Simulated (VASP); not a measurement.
A convergence study with VASP on KBr (rock salt): one setting is varied, all else stays as given below, so the limit is that of these other settings.

```
KBr
1.0
    0.00000     3.30000     3.30000
    3.30000     0.00000     3.30000
    3.30000     3.30000     0.00000
K Br
1 1
Direct
  0.00000   0.00000   0.00000
  0.50000   0.50000   0.50000
```

Method: PBE GGA, VASP's PBE PAW potentials (set 64) (plane waves; VASP 6.6.1). The tightest run used: 550 eV cut-off, 12×12×12 Monkhorst-Pack mesh, Gaussian smearing of 0.050 eV, potentials K_sv Br.

The reference is 12×12×12 mesh, which took about 2 core-minutes. Costs are core time on shared hosts, one run each; read them as rough ratios.

Question: Of the settings 1×1×1 mesh; 2×2×2 mesh; 3×3×3 mesh; 4×4×4 mesh; 5×5×5 mesh; 6×6×6 mesh; 7×7×7 mesh; 8×8×8 mesh; 9×9×9 mesh; 10×10×10 mesh; 11×11×11 mesh; 12×12×12 mesh, which is the lowest that keeps the difference from the reference in E (eV/atom) within 0.01 from there on, and what does it cost?

Answer: 2×2×2 mesh; its cost over the reference is about 1/30.
```
setting        difference in E (eV/atom)  cost over the reference
-------------  -------------------------  -----------------------
1×1×1 mesh                        1.6105               about 1/30
2×2×2 mesh                        0.0040               about 1/30
3×3×3 mesh                        0.0027               about 1/20
4×4×4 mesh                        0.0000               about 1/10
5×5×5 mesh                        0.0000               about 1/10
6×6×6 mesh                        0.0000                about 1/5
7×7×7 mesh                        0.0000                about 1/7
8×8×8 mesh                        0.0000                about 1/3
9×9×9 mesh                        0.0000                about 1/5
10×10×10 mesh                     0.0000     within a factor of 2
11×11×11 mesh                     0.0000                about 1/3
12×12×12 mesh                     0.0000                reference
```

Left out are rungs that failed or repeat a setting and relaxations that didn't move; long series are thinned to 24 rows.

The compound is KBr in the rock salt structure. The cell was not relaxed at this level.
